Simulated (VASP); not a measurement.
**TaAl (relaxed from the rock salt structure, space group Fm-3m): computed properties**

The numbers are results of PBEsol GGA, VASP's PBE PAW potentials (set 64) (plane waves; VASP 6.6.1), not measurements.

```
Item                                                                   Value
----------------------------------  ----------------------------------------
space group                                                      Fm-3m (225)
cell                                a = b = c = 5.2341 Å, α = β = γ = 90.00°
volume per atom                                                17.92 Å³/atom
band gap (over mesh and band path)  none (metal, semimetal or under 0.01 eV)
density                                                           9.63 g/cm³
```

```cif
data_AlTa
_chemical_formula_sum 'Ta1 Al1'
_space_group_name_H-M_alt 'P 1'
_space_group_IT_number 1
_cell_length_a 3.70106
_cell_length_b 3.70106
_cell_length_c 3.70106
_cell_angle_alpha 60.000
_cell_angle_beta 60.000
_cell_angle_gamma 60.000
loop_
_space_group_symop_operation_xyz
  'x, y, z'
loop_
_atom_site_label
_atom_site_type_symbol
_atom_site_fract_x
_atom_site_fract_y
_atom_site_fract_z
_atom_site_occupancy
Ta1 Ta 0.00000 0.00000 0.00000 1
Al1 Al 0.50000 0.50000 0.50000 1
```

Unless said otherwise, spin-orbit coupling is left out, though it shifts the bands of the heavy elements here.

The structure was generated: TaAl was put into the rock salt type (Fm-3m), which need not be its known phase. It was relaxed first, which changed the volume by -42 %. Symmetry was kept, so distortions that lower it aren't found.
